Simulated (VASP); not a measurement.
# Sn2HBr3 (P-4m2) in VASP: notebook

The runs below take Sn2HBr3 through relaxation of cell and atoms, with PBE.

All numbers are computed with VASP 6.6.1; they aren't measurements. Logs are shortened: lines on timing, memory, paths and dates and some standing lists are left out, and cuts for length are marked.

### Step 1. The crystal as given

Symmetry: P-4m2, No. 115, tetragonal system. The conventional cell has a = 4.202 Å, b = 4.202 Å, c = 9.258 Å, α = 90.00°, β = 90.00°, γ = 90.00°. Sn (site symmetry 2mm) has 7 Br at 3.16 to 3.32 Å and 2 H at 3.21 Å as nearest neighbours. H (site symmetry -4m2) has 4 Br at 2.97 Å and 4 Sn at 3.21 Å as nearest neighbours. Br (site symmetry -4m2) has 4 H at 2.97 Å and 4 Sn at 3.21 Å as nearest neighbours. Around Br (site symmetry 2mm) lie 5 Sn at 3.16 to 3.32 Å.

The cell was built by a generator and needn't be a form met in nature.

### Step 2. Relaxation of cell and atoms, PBE

Contents of INCAR:

```
ALGO     = Fast           # electronic algorithm
EDIFF    = 1E-4           # SCF threshold, eV
EDIFFG   = -0.08          # ionic threshold
ENCUT    = 520            # plane-wave cutoff, eV
GGA      = PE             # functional
IBRION   = 2              # ionic algorithm
ISIF     = 3              # what is computed and relaxed
ISMEAR   = 0              # smearing method
KPAR     = 2            
LASPH    = T              # aspherical terms in the spheres
LCHARG   = F              # write CHGCAR
LREAL    = F              # projectors in reciprocal space
LWAVE    = F              # write WAVECAR
NELM     = 60             # most SCF steps
NSW      = 24             # ionic steps
PREC     = Normal         # precision mode
SIGMA    = 0.15           # smearing width, eV
```

Contents of KPOINTS:

```
k-points
0
Gamma
  3 3 2
```

Contents of POSCAR:

```
Sn2HBr3
1.0
    4.2024471300      0.0000000000      0.0000000000
    0.0000000000      4.2024471300      0.0000000000
    0.0000000000      0.0000000000      9.2580771800
Sn H Br
2 1 3
Direct
    0.0000000000      0.5000000000      0.7376120100
    0.5000000000      0.0000000000      0.2623879900
    0.0000000000      0.0000000000      0.0000000000
    0.5000000000      0.5000000000      0.0000000000
    0.0000000000      0.5000000000      0.3786259900
    0.5000000000      0.0000000000      0.6213740100
```

Potentials or basis: VASP PAW PBE potentials, release 64 (Sn_d, H, Br).

Started as:

```console
> cat potpaw_PBE.64/Sn_d/POTCAR potpaw_PBE.64/H/POTCAR potpaw_PBE.64/Br/POTCAR > POTCAR
> mpirun -np 2 vasp_std > vasp.out
```

OUTCAR:

```text
EDIFF = 1E-4
   EDIFFG = -0.08
   ENCUT = 520
   GGA = PE
   IBRION = 2
   ISIF = 3
   ISMEAR = 0
   LASPH = T
   LREAL = F
   NELM = 60
   NSW = 24
   PREC = Normal

 ion  position               nearest neighbor table
   1  0.000  0.500  0.738-   6 3.16   6 3.16   6 3.16   6 3.16   4 3.21   4 3.21
   2  0.500  0.000  0.262-   5 3.16   5 3.16   5 3.16   5 3.16   4 3.21   4 3.21
   3  0.000  0.000  0.000-
   4  0.500  0.500  0.000-   1 3.21   2 3.21   2 3.21   1 3.21
   5  0.000  0.500  0.379-   2 3.16   2 3.16   2 3.16   2 3.16
   6  0.500  0.000  0.621-   1 3.16   1 3.16   1 3.16   1 3.16

  LATTYP: Found a simple tetragonal cell.
 ALAT       =     4.2024471300
 C/A-ratio  =     2.2030205006

  Lattice vectors:

 A1 = (   4.2024471300,   0.0000000000,   0.0000000000)
 A2 = (   0.0000000000,   4.2024471300,   0.0000000000)
 A3 = (   0.0000000000,   0.0000000000,   9.2580771800)

Analysis of symmetry for initial positions (statically):
=====================================================================
 Subroutine PRICEL returns:
 Original cell was already a primitive cell.

 Routine SETGRP: Setting up the symmetry group for a
 simple tetragonal supercell.

 Subroutine GETGRP returns: Found  8 space group operations
 (whereof  8 operations were pure point group operations)
 out of a pool of 16 trial point group operations.

The static configuration has the point symmetry D_2d.

Analysis of symmetry for dynamics (positions and initial velocities):
=====================================================================
 Subroutine PRICEL returns:
 Original cell was already a primitive cell.

 Routine SETGRP: Setting up the symmetry group for a
 simple tetragonal supercell.

 Subroutine GETGRP returns: Found  8 space group operations
 (whereof  8 operations were pure point group operations)
 out of a pool of 16 trial point group operations.

The dynamic configuration has the point symmetry D_2d.

 Subroutine INISYM returns: Found  8 space group operations
 (whereof  8 operations are pure point group operations),
 and found     1 'primitive' translations

----------------------------------------------------------------------------------------

                                     Primitive cell

  volume of cell :     163.5028

  direct lattice vectors                    reciprocal lattice vectors
     4.202447130  0.000000000  0.000000000     0.237956593  0.000000000  0.000000000
     0.000000000  4.202447130  0.000000000     0.000000000  0.237956593  0.000000000
     0.000000000  0.000000000  9.258077180     0.000000000  0.000000000  0.108013790

[... 79 lines left out ...]
   ISYM   =      2    0-nonsym 1-usesym 2-fastsym
   POTIM  = 0.5000    time-step for ionic-motion
   TEBEG  =    0.0;   TEEND  =   0.0 temperature during run
   PSTRESS=    0.0 pullay stress
   NELECT =      50.0000    total number of electrons
   NUPDOWN=      -1.0000    fix difference up-down
   EMIN   =  10.00;   EMAX   =-10.00  energy-range for DOS
   EFERMI =   0.00;   METHOD = LEGACY
   ISMEAR =     0;   SIGMA  =   0.15  broadening in eV -4-tet -1-fermi 0-gaus
   EFERMI_NEDOS =   21; number of points for ismear=-14 and -15
   IALGO  =     68    algorithm
   IMIX   =      4    mixing-type and parameters
     AMIX     =   0.40;   BMIX     =  1.00
     AMIX_MAG =   1.60;   BMIX_MAG =  1.00
  volume/ion in A,a.u.               =      27.25       183.90
  Fermi-wavevector in a.u.,A,eV,Ry     =   1.102951  2.084276 16.551513  1.216502
  Thomas-Fermi vector in A             =   2.239402
   LORBIT       =      0    0 simple, 1 ext, 2 COOP (PROOUT), +10 PAW based schemes
   GGA     = PE    functional components
   LHFCALC =     F    Hartree Fock is set to
   AEXX    =    0.0000 exact exchange contribution
   IVDW    =     0    specifies the selected vdW correction
   LEPSILON=     F    determine dielectric tensor
   LRPA    =     F    only Hartree local field effects (RPA)
 conjugate gradient relaxation of ions
 non-spin polarized calculation
 RMM-DIIS sequential band-by-band and
 Gauss-broadening in eV      SIGMA  =   0.15
  energy-cutoff  :      520.00
  volume of cell :      163.50
 maximum number of plane-waves:      4428
   NGX = 15   NGY = 15   NGZ = 35

--------------------------------------- Ionic step        1  -------------------------------------------

 number of electron      50.0000086 magnetization

 Free energy of the ion-electron system (eV)
  ---------------------------------------------------
  ext. energy  EPLUGINS =         0.00000000
  ---------------------------------------------------
  free energy    TOTEN  =       -16.53408710 eV

  energy without entropy =      -16.51248389  energy(sigma->0) =      -16.52328549

------------------------ aborting loop because EDIFF is reached ----------------------------------------

  FORCE on cell =-STRESS in cart. coord.  units (eV):
  Direction    XX          YY          ZZ          XY          YZ          ZX
  --------------------------------------------------------------------------------------
  -------------------------------------------------------------------------------------
  Total        0.8874595      0.8874595     -6.1964526      0.0000000      0.0000000      0.0000000
  in kB        8.6962862      8.6962862    -60.7195303      0.0000000      0.0000000      0.0000000
  external PRESSURE =     -14.4423193 kB  Pullay stress =       0.0000000 kB
[... 101 lines left out ...]
  FREE ENERGIE OF THE ION-ELECTRON SYSTEM (eV)
  ---------------------------------------------------
  free  energy   TOTEN  =       -17.3384707505 eV

  energy  without entropy=      -17.3384707253  energy(sigma->0) =      -17.33847074

[... ionic steps 4 to 11 ...]

--------------------------------------- Ionic step       12  -------------------------------------------

 number of electron      49.9999912 magnetization

------------------------ aborting loop because EDIFF is reached ----------------------------------------
[... 75 lines left out ...]
--------------------------------------- Ionic step       14  -------------------------------------------

 number of electron      49.9999896 magnetization

 Free energy of the ion-electron system (eV)
  ---------------------------------------------------
  ext. energy  EPLUGINS =         0.00000000
  ---------------------------------------------------
  free energy    TOTEN  =       -17.53778674 eV

  energy without entropy =      -17.53778674  energy(sigma->0) =      -17.53778674

 E-fermi :   3.8766     XC(G=0):  -8.9586

 val. band max:        3.1321260593   @ k =   0.3333   0.0000   0.0000
 cond. band min:       4.6812613465   @ k =   0.3333   0.0000   0.0000
 fundamental gap:      1.5491352872
 Fermi energy:         3.8766312231

 k-point     1 :       0.0000    0.0000    0.0000
  band No.  band energies     occupation
      1     -18.3590      2.00000
      2     -18.3544      2.00000
      3     -18.3530      2.00000
      4     -18.3530      2.00000
      5     -18.3351      2.00000
      6     -18.3348      2.00000
[... 220 lines left out ...]
  FREE ENERGIE OF THE ION-ELECTRON SYSTEM (eV)
  ---------------------------------------------------
  free  energy   TOTEN  =       -17.5377867391 eV

  energy  without entropy=      -17.5377867391  energy(sigma->0) =      -17.53778674

 reached required accuracy - stopping structural energy minimisation
```

OSZICAR:

```text
N       E                     dE             d eps       ncg     rms          rms(c)
DAV:   1     0.504062764810E+03    0.50406E+03   -0.22938E+04   360   0.190E+03
DAV:   2     0.671681217750E+02   -0.43689E+03   -0.42608E+03   368   0.489E+02
DAV:   3    -0.130467480464E+02   -0.80215E+02   -0.76922E+02   460   0.178E+02
[... 110 lines left out ...]
RMM:   2    -0.175411750632E+02    0.41468E-02   -0.15017E-01   413   0.247E+00    0.414E-01
RMM:   3    -0.175379343669E+02    0.32407E-02   -0.29100E-02   420   0.130E+00    0.206E-01
RMM:   4    -0.175376708226E+02    0.26354E-03   -0.93444E-03   481   0.668E-01    0.117E-01
RMM:   5    -0.175377656677E+02   -0.94845E-04   -0.15673E-03   447   0.273E-01    0.598E-02
RMM:   6    -0.175377867391E+02   -0.21071E-04   -0.28530E-04   284   0.112E-01
  14 F= -.17537787E+02 E0= -.17537787E+02  d E =-.108923E-01
```

Run time: 66 s. Hardware: 2 MPI ranks of Intel Xeon Platinum 8375C at 2.90GHz (Ice Lake), shared host; peak memory 0.18 GiB.

Results:

| Quantity | Value |
| --- | --- |
| Free energy | -17.5378 eV |
| Relaxed volume | 26.23 Å³/atom |
| Relaxed cell | a = 4.407 Å, b = 4.407 Å, c = 8.101 Å, α = 90.00°, β = 90.00°, γ = 90.00° |
| Space group after relaxing (to 0.05 Å) | P-4m2 (No. 115) |
| Energy gained by relaxing | 167.3 meV/atom |
| Ionic steps | 14 |
| Pressure after relaxing | 0.1 GPa |
| Largest force after relaxing | 0.052 eV/Å |
| Band gap on the k mesh | 1.55 eV, direct |

Forces in eV/Å, atoms in the order of the input:
```
Sn   0.000  0.000 -0.052
Sn   0.000  0.000  0.052
H    0.000  0.000  0.000
Br   0.000  0.000  0.000
Br   0.000  0.000  0.039
Br   0.000  0.000 -0.039
```

Stress tensor (GPa, compression positive):
```
-0.06  0.00  0.00
 0.00 -0.06  0.00
 0.00  0.00  0.41
```

The path:
```tsv
step	energy change (eV)	largest force (eV/Å)	pressure (GPa)	volume (Å³)
1	0.0000	1.2525	-1.44	163.50
2	-0.4370	1.2101	-0.62	157.58
3	-0.8044	0.6948	2.39	147.25
4	-0.9621	0.2700	0.36	155.54
5	-0.9739	0.2390	-0.32	157.91
6	-0.9744	0.2323	-0.15	158.12
7	-0.9750	0.2256	-0.32	158.56
8	-0.9852	0.1883	0.05	157.48
9	-0.9896	0.1621	0.16	156.78
10	-0.9928	0.1086	0.66	155.38
11	-0.9969	0.0922	0.38	155.74
12	-1.0026	0.0955	0.30	156.59
13	-1.0010	0.0832	0.05	158.29
14	-1.0037	0.0518	0.10	157.38
```

Final structure:
```
Sn H Br
1.0
     4.40749    0.00000    0.00000
     0.00000    4.40749    0.00000
     0.00000    0.00000    8.10144
Sn H Br
2 1 3
Cartesian
  0.0000 2.2037 6.2691
  2.2037 0.0000 1.8324
  0.0000 0.0000 0.0000
  2.2037 2.2037 0.0000
  0.0000 2.2037 2.8960
  2.2037 0.0000 5.2055
```

Caveat: the k mesh is coarse (spacing up to 0.50 Å⁻¹), so the values aren't converged; spin-orbit coupling is left out, which moves the levels of the heavy elements; an odd mesh through Γ misses points on the zone boundary, where band edges often lie; the relaxation stopped at a loose force limit of 0.08 eV/Å, so its end isn't a converged minimum. Expect the measured gap to be larger: semilocal functionals such as PBE lack the derivative discontinuity.

### Step 3. Relaxation of cell and atoms, PBE

This run uses another cell than the first one, of 26.48 Å³/atom, 0.972 times its volume.

INCAR is that of step 2.

Contents of KPOINTS:

```
k-points
0
Gamma
  4 4 2
```

Contents of POSCAR:

```
Sn2HBr3
1.0
    4.2000000000      0.0000000000      0.0000000000
   -2.1000000000      3.6373067000      0.0000000000
    0.0000000000      0.0000000000     10.4000000000
Sn H Br
2 1 3
Direct
    0.0000000000      0.0000000000      0.4400000000
    0.0000000000      0.0000000000      0.0000000000
    0.3333333300      0.6666666700      0.1000000000
    0.3333333300      0.6666666700      0.6000000000
    0.6666666700      0.3333333300      0.2800000000
    0.6666666700      0.3333333300      0.8300000000
```

Potentials or basis: VASP PAW PBE potentials, release 64 (Sn_d, H, Br).

Started as:

```console
> cat potpaw_PBE.64/Sn_d/POTCAR potpaw_PBE.64/H/POTCAR potpaw_PBE.64/Br/POTCAR > POTCAR
> mpirun -np 2 vasp_std > vasp.out
```

OUTCAR:

```text
EDIFF = 1E-4
   EDIFFG = -0.08
   ENCUT = 520
   GGA = PE
   IBRION = 2
   ISIF = 3
   ISMEAR = 0
   LASPH = T
   LREAL = F
   NELM = 60
   NSW = 24
   PREC = Normal

 ion  position               nearest neighbor table
   1  0.000  0.000  0.440-   5 2.94   4 2.94   5 2.94   4 2.94   5 2.94   4 2.94
   2  0.000  0.000  0.000-   6 3.00   6 3.00   6 3.00
   3  0.333  0.667  0.100-
   4  0.333  0.667  0.600-   1 2.94   1 2.94   1 2.94
   5  0.667  0.333  0.280-   1 2.94   1 2.94   1 2.94
   6  0.667  0.333  0.830-   2 3.00   2 3.00   2 3.00

  LATTYP: Found a hexagonal cell.
 ALAT       =     4.2000000000
 C/A-ratio  =     2.4761904762

  Lattice vectors:

 A1 = (   4.2000000000,   0.0000000000,   0.0000000000)
 A2 = (  -2.1000000000,   3.6373067000,   0.0000000000)
 A3 = (   0.0000000000,   0.0000000000,  10.4000000000)

[... 285 lines left out ...]

[... ionic steps 4 to 7 ...]

--------------------------------------- Ionic step        8  -------------------------------------------

 number of electron      50.0000014 magnetization

------------------------ aborting loop because EDIFF is reached ----------------------------------------
[... 75 lines left out ...]
--------------------------------------- Ionic step       10  -------------------------------------------

 number of electron      49.9999996 magnetization

 Free energy of the ion-electron system (eV)
  ---------------------------------------------------
  ext. energy  EPLUGINS =         0.00000000
  ---------------------------------------------------
  free energy    TOTEN  =       -18.47217376 eV

  energy without entropy =      -18.47004222  energy(sigma->0) =      -18.47110799

 E-fermi :   3.7950     XC(G=0):  -8.2969

 val. band max:        3.6447042729   @ k =   0.0000   0.0000   0.5000
 cond. band min:       3.9613521655   @ k =   0.0000   0.0000   0.5000
 fundamental gap:      0.3166478927
 Fermi energy:         3.7949751811

 k-point     1 :       0.0000    0.0000    0.0000
  band No.  band energies     occupation
      1     -19.3103      2.00000
      2     -19.3103      2.00000
      3     -19.2794      2.00000
      4     -19.2758      2.00000
      5     -19.2758      2.00000
      6     -18.5239      2.00000
[... 286 lines left out ...]
  FREE ENERGIE OF THE ION-ELECTRON SYSTEM (eV)
  ---------------------------------------------------
  free  energy   TOTEN  =       -18.4721737581 eV

  energy  without entropy=      -18.4700422225  energy(sigma->0) =      -18.47110799

 reached required accuracy - stopping structural energy minimisation
```

CONTCAR:

```text
Sn2HBr3
   1.00000000000000
     4.1327466281081620   -0.0000000000000000   -0.0000000000000000
    -2.0663733140540810    3.5790635712088070    0.0000000000000000
    -0.0000000000000000    0.0000000000000001   11.8875344564432961
  Sn              H               Br
     2     1     3
Direct
     0.0000000000000000    0.0000000000000000    0.4377247619949034
     1.0000000000000000    0.0000000000000000    0.0184943335172666
     0.3333333300000021    0.6666666699999979    0.0552670910983160
     0.3333333300000021    0.6666666699999979    0.5872169865497741
     0.6666666699999979    0.3333333300000021    0.2811023562569240
     0.6666666699999979    0.3333333300000021    0.8701944705828157

  0.00000000E+00  0.00000000E+00  0.00000000E+00
  0.00000000E+00  0.00000000E+00  0.00000000E+00
  0.00000000E+00  0.00000000E+00  0.00000000E+00
  0.00000000E+00  0.00000000E+00  0.00000000E+00
  0.00000000E+00  0.00000000E+00  0.00000000E+00
  0.00000000E+00  0.00000000E+00  0.00000000E+00
```

It took 78 s on 2 MPI ranks of Intel Xeon Platinum 8375C at 2.90GHz (Ice Lake), shared host; peak memory 0.2 GiB.

Results:

```yaml
Free_energy: -18.4722 eV
Relaxed_volume: 29.31 Å³/atom
Relaxed_cell: a = 4.133 Å, b = 4.133 Å, c = 11.888 Å, α = 90.00°, β = 90.00°, γ = 120.00°
Space_group_after_relaxing_to_0.05_Å: P3m1 (No. 156)
Energy_gained_by_relaxing: 96.4 meV/atom
Ionic_steps: 10
Pressure_after_relaxing: 0.0 GPa
Largest_force_after_relaxing: 0.065 eV/Å
Band_gap_on_the_k_mesh: 0.32 eV, direct
```

Forces on the atoms (eV/Å):
```
Sn   0.000  0.000  0.026
Sn   0.000  0.000 -0.026
H    0.000  0.000  0.037
Br   0.000  0.000 -0.065
Br   0.000  0.000  0.047
Br   0.000  0.000 -0.019
```

The path:
```csv
step,energy change (eV),largest force (eV/Å),pressure (GPa),volume (Å³)
1,0.0000,0.8772,2.06,158.88
2,-0.1383,0.7915,0.07,166.81
3,-0.1776,0.7961,-1.30,173.82
4,-0.3050,0.6235,-0.94,173.27
5,-0.4791,0.4171,-0.11,171.96
6,-0.3762,1.2654,2.70,168.70
7,-0.5170,0.6656,0.82,170.95
8,-0.5739,0.1902,-0.23,177.11
9,-0.5739,0.1892,-0.17,177.00
10,-0.5781,0.0649,0.03,175.83
```

Final structure:
```
CELL_PARAMETERS angstrom
4.13275 0.00000 0.00000
-2.06637 3.57906 0.00000
0.00000 0.00000 11.88753
ATOMIC_POSITIONS crystal
Sn 0.00000 0.00000 0.43772
Sn 0.00000 0.00000 0.01849
H 0.33333 0.66667 0.05527
Br 0.33333 0.66667 0.58722
Br 0.66667 0.33333 0.28110
Br 0.66667 0.33333 0.87019
```

Caveat: the k mesh is coarse (spacing up to 0.43 Å⁻¹), so the values aren't converged; spin-orbit coupling is left out, which moves the levels of the heavy elements; this functional lacks dispersion, which binds the layers, so the pressure and a relaxed spacing across them are unreliable; the relaxation stopped at a loose force limit of 0.08 eV/Å, so its end isn't a converged minimum. As with any semilocal functional, this PBE gap is likely too small.
